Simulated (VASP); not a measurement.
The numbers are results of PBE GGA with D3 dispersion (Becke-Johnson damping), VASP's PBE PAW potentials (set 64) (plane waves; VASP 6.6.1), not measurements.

The input files of a VASP run:

**INCAR**
```
! general
SYSTEM   =  Tl
PREC     =  Accurate
ENCUT    =  520
LREAL    =  F
LASPH    =  T   ! aspherical one-centre terms

! electronic loop
EDIFF    =  1E-7
NELM     =  100
ALGO     =  Normal   ! blocked Davidson
LMAXMIX  =  4

! smearing
ISMEAR   =  -5   ! tetrahedra, Bloechl

! functional
GGA      =  PE
IVDW     =  12

! ions
ISIF     =  2

! output
LWAVE    =  F
LCHARG   =  T
LORBIT   =  11
NEDOS    =  601   ! DOS grid
```

### POSCAR
```
Tl
1
    1.7452920909    -3.0229346811     0.0000000000
    1.7452920909     3.0229346811     0.0000000000
    0.0000000000     0.0000000000     5.5920783115
Tl
2
Direct
  0.3333330000   0.6666670000   0.2500000000
  0.6666670000   0.3333330000   0.7500000000
```

**KPOINTS**
```
Automatic
0
Gamma
 13 13 8
0 0 0
```

POTCAR, in this order: Tl_d (PBE.64 set). Program: vasp_std.

Output

File OSZICAR:
```
       N       E                     dE             d eps       ncg     rms          rms(c)
DAV:   1     0.127345794177E+03    0.12735E+03   -0.14442E+04  3586   0.144E+03
DAV:   2    -0.232115916810E+01   -0.12967E+03   -0.12824E+03  3765   0.294E+02
DAV:   3    -0.446557427468E+01   -0.21444E+01   -0.21372E+01  4255   0.337E+01
DAV:   4    -0.447799018873E+01   -0.12416E-01   -0.12443E-01  3972   0.260E+00
DAV:   5    -0.447813495677E+01   -0.14477E-03   -0.14503E-03  4159   0.289E-01    0.280E+00
DAV:   6    -0.443640950515E+01    0.41725E-01   -0.81609E-02  3751   0.241E+00    0.198E+00
DAV:   7    -0.442925177882E+01    0.71577E-02   -0.36281E-02  3695   0.160E+00    0.686E-01
DAV:   8    -0.442874487583E+01    0.50690E-03   -0.27879E-03  3689   0.435E-01    0.358E-02
DAV:   9    -0.442875049470E+01   -0.56189E-05   -0.16726E-05  4294   0.388E-02    0.118E-02
DAV:  10    -0.442875685508E+01   -0.63604E-05   -0.60014E-06  3713   0.225E-02    0.162E-03
DAV:  11    -0.442875732371E+01   -0.46862E-06   -0.35216E-07  3511   0.466E-03    0.747E-04
DAV:  12    -0.442875734949E+01   -0.25785E-07   -0.37093E-08  1944   0.172E-03
   1 F= -.50923537E+01 E0= -.50923537E+01  d E =0.000000E+00
```

File OUTCAR:
```
------------------------ aborting loop because EDIFF is reached ----------------------------------------
 Edisp (eV)   -0.66360
  FORCE on cell =-STRESS in cart. coord.  units (eV):
  Direction    XX          YY          ZZ          XY          YZ          ZX
  --------------------------------------------------------------------------------------
  Total       0.07087     0.07087    -0.07769    -0.00000     0.00000    -0.00000
  in kB       1.92431     1.92431    -2.10937    -0.00000     0.00000    -0.00000
  external pressure =        0.58 kB  Pullay stress =        0.00 kB
  volume of cell :       59.01
      direct lattice vectors                 reciprocal lattice vectors
     1.745292091 -3.022934681  0.000000000     0.286484997 -0.165402185  0.000000000
     1.745292091  3.022934681  0.000000000     0.286484997  0.165402185  0.000000000
     0.000000000  0.000000000  5.592078311     0.000000000  0.000000000  0.178824391
 POSITION                                       TOTAL-FORCE (eV/Angst)
 -----------------------------------------------------------------------------------
      1.74529      1.00765      1.39802        -0.000000      0.000000      0.000000
      1.74529     -1.00765      4.19406         0.000000     -0.000000      0.000000
 -----------------------------------------------------------------------------------
    total drift:                                0.000014      0.000462      0.000010
  FREE ENERGIE OF THE ION-ELECTRON SYSTEM (eV)
  ---------------------------------------------------
  free  energy   TOTEN  =        -5.0923536684 eV

  energy  without entropy=       -5.0923536684  energy(sigma->0) =       -5.09235367

 total charge

# of ion       s       p       d       tot
------------------------------------------
    1        1.188   0.379   9.638  11.205
    2        1.188   0.379   9.638  11.205
--------------------------------------------------
tot          2.375   0.759  19.276  22.411
```
(Selected blocks of OUTCAR.)

For a metal the tetrahedron method with Blöchl corrections gives inexact stress and forces.

The compound is Tl in the hcp structure. It was relaxed first.
